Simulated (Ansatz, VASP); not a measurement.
# Cross-check of PtSe2 (Sudovikovite) between VASP and Ansatz, part 2 of 2

Aim: how closely do two programs agree when they are given the same cell, functional and k mesh? The cell is taken from a series of runs on this material, whose earlier steps may have relaxed, scaled, displaced or heated it; both programs get it as it stands.

VASP 6.6.1 and Ansatz 0.2.0.

So far: Set-up; VASP: relaxation of cell and atoms, PBEsol; Ansatz: relaxation of cell and atoms, PBEsol; Side by side.

## 5. Ansatz: relaxation of cell and atoms, PBE with D3(BJ)

Level of this step: Ansatz beside VASP: Kohn-Sham DFT, plane waves, PBE with D3(BJ) (Ansatz).

The relaxed volume is the usual yardstick between codes: in a stiff, nearly cubic crystal its relative difference is about their pressure difference at one cell divided by the bulk modulus.

The cell is taken from a series of runs on this material, whose earlier steps may have relaxed, scaled, displaced or heated it; both programs get it as it stands.

Contents of input.yaml:

```yaml
crystal:
  lattice:
    - [3.7600703199, 0.0, 0.0]
    - [-1.88003516, 3.2563164171, 0.0]
    - [0.0, 0.0, 4.8625932657]
  atoms:
    - { symbol: Pt, position: [0.0, 0.0, 0.0] }
    - { symbol: Se, position: [0.3333333333, 0.6666666667, 0.2608267519] }
    - { symbol: Se, position: [0.6666666667, 0.3333333333, 0.7391732481] }
kpoints:
  mp_grid: { grid: [15, 15, 8] }
hamiltonian:
  xc: pbe
  dispersion: d3bj
scf:
  occupations: { method: methfessel_paxton, width: 0.2 }
output:
  forces: true
  stress: true
  eigenvalues: true
relax:
  adjacent_minimum: "off"
  f_tol: 0.001
  max_steps: 60
  cell: { stress_tol: 0.01 }
```

Command:

```console
$ ansatz run input.yaml --threads 4 --pin off --max-ram 16384MiB --backend cpu --events-out ev --progress --plain --runs-dir out
```

Numbers of over 12 decimals in the logs are rounded to 6 here.

The program printed:

```text
[...]
Crystal: 3 atoms, lattice volume = 59.537 Å³
Basis set: ecut = 420 eV, 1169 PW (Γ), exchange–correlation on 54×54×72 points (8 copies of the dense FFT grid, shifted against one another)
Bands: 30, of which v1, the nominal top of the filled ones, is band 25 counted from 1 (24 counted from 0)
Symmetry: 12 space group operations
[...]
k-points: 192 of 1800
[...]
--- Relaxed structure (5 steps of the walk, 4 accepted, 1 SCFs on fresh bases) ---
[...]
cell:  # Å, volume = 59.3822 Å³
    - [3.771544, 2.8955582044854048e-11, -2.707125754974597e-18]
    - [-1.885772, 3.266253, 1.3535628774872872e-18]
    - [-3.50090566013406e-18, 0, 4.820447]
  atoms:
    - { symbol: Pt, position: [0, 0, 0] }
    - { symbol: Se, position: [0.333333, 0.666667, 0.265568] }
    - { symbol: Se, position: [0.666667, 0.333333, 0.734432] }
[key lines of the parts left out:]
SCF converged after 7 iterations
Free energy (F): -23463.733459 eV
Fermi energy:    13.646267 eV
P = ⅓ Tr σ = 0.0021 GPa (0.021 kbar)
```

## 6. VASP: relaxation of cell and atoms, PBE with D3(BJ)

The same cell, functional, mesh and smearing now go to VASP, with its own data sets.

Contents of INCAR:

```
SYSTEM = PtSe2
PREC = Accurate
ENCUT = 500
EDIFF = 1E-07
NELM = 120
ISMEAR = 1
SIGMA = 0.2
LREAL = .FALSE.
ALGO = Normal
GGA = PE
IVDW = 12
NBANDS = 17
LASPH = .TRUE.
LORBIT = 11
LWAVE = .FALSE.
LCHARG = .FALSE.
ISIF = 3
IBRION = 2
NSW = 80
EDIFFG = -0.005
GGA_COMPAT = .FALSE.
NELMIN = 4
KPAR = 2
```

Contents of POSCAR:

```
PtSe2
1.0
    3.7600700000      0.0000000000      0.0000000000
   -1.8800350000      3.2563160000      0.0000000000
    0.0000000000      0.0000000000      4.8625930000
Pt Se
1 2
Direct
    0.0000000000      0.0000000000      0.0000000000
    0.3333333333      0.6666666667      0.2608266824
    0.6666666667      0.3333333333      0.7391733176
```

Contents of KPOINTS:

```
Automatic mesh
0
Gamma
15 15 8
0 0 0
```

The projector-augmented-wave data sets are Pt and Se (PBE family, release 64).

Command:

```console
$ mpirun -np 2 vasp_std
```

The program printed:

```text
[banner, memory and clock lines left out]
running    2 mpi-ranks, on    1 nodes
[...]
LDA part: xc-table for (Slater+PW92), standard interpolation
 POSCAR, INCAR and KPOINTS ok, starting setup
[...]
entering main loop
       N       E                     dE             d eps       ncg     rms          rms(c)
DAV:   1     0.109271335844E+03    0.10927E+03   -0.99424E+03  6616   0.111E+03
DAV:   2    -0.102863020751E+02   -0.11956E+03   -0.11620E+03  8255   0.216E+02
DAV:   3    -0.149103198363E+02   -0.46240E+01   -0.45843E+01  7882   0.436E+01
DAV:   4    -0.149433530760E+02   -0.33033E-01   -0.33022E-01  8479   0.400E+00
[...]
DAV:  12    -0.141947937620E+02   -0.39246E-06   -0.80590E-06  7073   0.209E-02    0.284E-03
DAV:  13    -0.141947940527E+02   -0.29065E-06   -0.76202E-07  8957   0.555E-03    0.134E-03
DAV:  14    -0.141947941267E+02   -0.74054E-07   -0.88461E-08  5482   0.226E-03
   1 F= -.15660392E+02 E0= -.15660755E+02  d E =-.156604E+02
[... from here on, the cycles between the ionic steps are left out ...]
   2 F= -.15656633E+02 E0= -.15657052E+02  d E =0.375871E-02
   3 F= -.15663901E+02 E0= -.15664287E+02  d E =-.350921E-02
   4 F= -.15664772E+02 E0= -.15665190E+02  d E =-.870983E-03
   5 F= -.15665734E+02 E0= -.15666230E+02  d E =-.183236E-02
   6 F= -.15666130E+02 E0= -.15666624E+02  d E =-.396198E-03
   7 F= -.15666296E+02 E0= -.15666787E+02  d E =-.562431E-03
   8 F= -.15666005E+02 E0= -.15666486E+02  d E =0.290966E-03
   9 F= -.15666345E+02 E0= -.15666833E+02  d E =-.492107E-04
  10 F= -.15666345E+02 E0= -.15666833E+02  d E =-.492401E-04
  11 F= -.15666345E+02 E0= -.15666833E+02  d E =-.491685E-04
  12 F= -.15666351E+02 E0= -.15666835E+02  d E =-.544587E-05
 trial-energy change:   -0.000005  1 .order   -0.000006   -0.000009   -0.000003
 step:   1.9662(harm=  1.9662)  dis= 0.00064  next Energy=   -15.666351 (dE=-0.623E-05)
 reached required accuracy - stopping structural energy minimisation
```

OUTCAR, selected parts (step 6):

```text
 Edisp (eV)   -1.47312

 Edisp (eV)   -1.47274

  Total      -0.00150    -0.00150    -0.00034     0.00000     0.00000     0.00000
  in kB      -0.04059    -0.04059    -0.00925     0.00000     0.00000     0.00000
  external pressure =       -0.03 kB  Pullay stress =        0.00 kB

 POSITION                                       TOTAL-FORCE (eV/Angst)
 -----------------------------------------------------------------------------------
      0.00000      0.00000      0.00000         0.000000     -0.000000      0.000000
     -0.00000      2.17751      1.28044         0.000000      0.000000     -0.003259
      1.88578      1.08875      3.53387        -0.000000     -0.000000      0.003259
 -----------------------------------------------------------------------------------
    total drift:                                0.000000     -0.000000      0.000000

  FREE ENERGIE OF THE ION-ELECTRON SYSTEM (eV)
  ---------------------------------------------------
  free  energy   TOTEN  =       -15.6663506319 eV

  energy  without entropy=      -15.6678034675  energy(sigma->0) =      -15.66683491

[... 2 parts as in an earlier step ...]

[... 2 further parts left out ...]
[key lines of the parts left out:]
E-fermi :   6.7119
```

## 7. Comparison

What differs besides the data sets and the points named for the pairs above, as far as they apply: the data sets hold 50 valence electrons in Ansatz (on its default PAW (the set named soft_2) files) and 22 in VASP. Total energies have different zeros and are not compared.

Both answers:

```csv
quantity,Ansatz,VASP,difference
volume (Å³),59.38,59.31,+0.13 %
"edge a after relaxation, in the typed setting (Å)",3.772,3.772,+0.00 %
"edge c after relaxation, in the typed setting (Å)",4.820,4.814,+0.13 %
```

## 8. Outcome

```json
{"difference in volume (relaxation of cell and atoms, PBEsol)": "-0.047 %", "difference in volume (relaxation of cell and atoms, PBE with D3(BJ))": "0.13 %"}
```

**Reading.** The difference in volume is 0.13 % (relaxation of cell and atoms, PBE with D3(BJ)), within the 1.2 % picked in this series as the mark of a large difference, as far as the stopping tolerances let one tell. The data sets hold unlike numbers of valence electrons (50 in Ansatz and 22 in VASP), so part of the differences comes from the potentials. 1 further run of this series is not shown here. Such differences can come from data sets, numerical settings and the points named under the comparisons, not from the functional's error against experiment.

[Lines on the potential files, build, host, timing and source positions are cut from VASP's logs without a mark.]

[Logs are printed without paths, hosts, clocks, repeated set-up lines and the standing remarks that a program may print on its own settings, such as how far it seeks lower states.]

[Hosts, paths, dates, database ids (printed as entryN), source tags and the programs' standing remarks are cut or masked in the printed files.]
